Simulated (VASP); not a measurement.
Input of a VASP 6.6.1 run:

The input INCAR:

```
SYSTEM = MgCd2S3
ALGO = Fast
EDIFF = 1E-4
EDIFFG = -0.08
ENCUT = 520
GGA = PE
IBRION = 2
ISIF = 3
ISMEAR = 0
LASPH = .True.
LCHARG = .False.
LREAL = .False.
LWAVE = .False.
NELM = 60
NSW = 24
PREC = Normal
SIGMA = 0.15
```

File KPOINTS:

```
k-points
0
Gamma
  4 4 4
  0 0 0
```

Contents of POSCAR:

```
MgCd2S3
1.0
   -2.0400000000      6.1200000000      2.8850000000
    2.0400000000     -6.1200000000      2.8850000000
    2.0400000000      6.1200000000     -2.8850000000
Mg Cd S
1 2 3
Direct
    0.0000000000      0.0000000000      0.0000000000
    0.6667000000      0.0000000000      0.6667000000
    0.3333000000      0.0000000000      0.3333000000
    0.7500000000      0.2500000000      0.5000000000
    0.0833000000      0.2500000000      0.8333000000
    0.4167000000      0.2500000000      0.1667000000
```

Potentials or basis: VASP PAW PBE potentials, release 64 (Mg, Cd, S).

Command:

```sh
$ cat potpaw_PBE.64/Mg/POTCAR potpaw_PBE.64/Cd/POTCAR potpaw_PBE.64/S/POTCAR > POTCAR
$ mpirun -np 1 vasp_std > vasp.out
```

Task: What does it give for the relaxed cell?

Result: a = 7.173 Å, b = 7.173 Å, c = 7.173 Å, α = 146.36°, β = 60.00°, γ = 131.87°.

Task: Estimate the band gap on the k mesh.

Result: 1.68 eV, direct.

Task: Estimate the relaxed volume.

Result: 25.15 Å³/atom.

Task: Estimate the space group after relaxing (to 0.05 Å).

Result: Imm2 (No. 44).

Step by step:
```tsv
step	energy change (eV)	largest force (eV/Å)	pressure (GPa)	volume (Å³)
1	0.0000	0.8075	2.93	144.07
2	-0.1110	0.3778	-0.84	153.42
3	-0.1116	0.3930	-0.83	152.85
4	-0.1115	0.4119	-0.65	152.42
5	-0.1343	0.2554	-0.23	151.33
6	-0.1449	0.0865	0.23	149.87
7	-0.1449	0.0867	0.28	149.94
8	-0.1423	0.1207	-0.17	150.63
9	-0.1449	0.0820	0.25	150.01
10	-0.1456	0.0428	-0.26	150.88
```

Caveat: the k mesh is coarse (spacing up to 0.47 Å⁻¹), so the values aren't converged; the relaxation stopped at a loose force limit of 0.08 eV/Å, so its end isn't a converged minimum.
